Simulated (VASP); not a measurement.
**Ti: relaxation of cell and atoms with r2SCAN**

The system is Ti.

```
CELL_PARAMETERS angstrom
2.95000 0.00000 0.00000
-1.47500 2.55477 0.00000
0.00000 0.00000 4.68000
ATOMIC_POSITIONS crystal
Ti 0.33333 0.66667 0.25000
Ti 0.66667 0.33333 0.75000
```

```
Program                : VASP 6.6.1
Task                   : relaxation of cell and atoms
Functional             : r2SCAN
Potentials or basis    : VASP PAW PBE potentials, release 64 (Ti_sv)
Cutoff                 : 600 eV
k mesh                 : 15 × 15 × 8
Occupations            : methfessel-paxton, width 0.1 eV
Spin                   : no spin polarisation
Further INCAR settings : ALGO = Normal; EDIFF = 1e-06; IBRION = 2; EDIFFG = -0.01; NSW = 90; ISIF = 3
```

```json
{
  "Relaxed volume": "17.37 Å³/atom",
  "Relaxed cell": "a = 2.940 Å, b = 2.940 Å, c = 4.642 Å, α = 90.00°, β = 90.00°, γ = 120.00°",
  "Space group after relaxing (to 0.05 Å)": "P6_3/mmc (No. 194)",
  "Energy gained by relaxing": "1.6 meV/atom",
  "Ionic steps": "6",
  "Pressure after relaxing": "0.0 GPa",
  "Band gap on the k mesh": "none (metal or under the smearing width)"
}
```

The path:
| step | energy change (eV) | largest force (eV/Å) | pressure (GPa) | volume (Å³) |
| --- | --- | --- | --- | --- |
| 1 | 0.0000 | 0.0000 | -1.78 | 35.27 |
| 2 | -0.0011 | 0.0000 | 1.56 | 34.28 |
| 3 | -0.0032 | 0.0000 | 0.05 | 34.72 |
| 4 | -0.0032 | 0.0000 | -0.02 | 34.73 |
| 5 | -0.0032 | 0.0000 | -0.03 | 34.74 |
| 6 | -0.0032 | 0.0000 | -0.04 | 34.74 |

Final structure:
```
Ti
1.0
     2.93958    0.00000    0.00000
    -1.46979    2.54575    0.00000
     0.00000    0.00000    4.64199
Ti
2
Direct
  0.33333 0.66667 0.25000
  0.66667 0.33333 0.75000
```

Levels at points of the mesh, in eV from the Fermi level:
```tsv
k point	band 10	band 11	band 12	band 13	band 14	band 15
(0.00, 0.00, 0.00)	-2.87	0.58	0.85	0.85	0.98	1.39
(0.00, 0.00, 0.50)	-4.68	0.06	0.06	0.76	0.76	0.76
```

Run time: 11 min on 1 thread of Intel(R) Xeon(R) Platinum 8488C (Sapphire Rapids) (shared host), peak memory 0.23 GiB.

Caveat: the PAW data sets were made with another functional, which shifts forces and pressure a little.
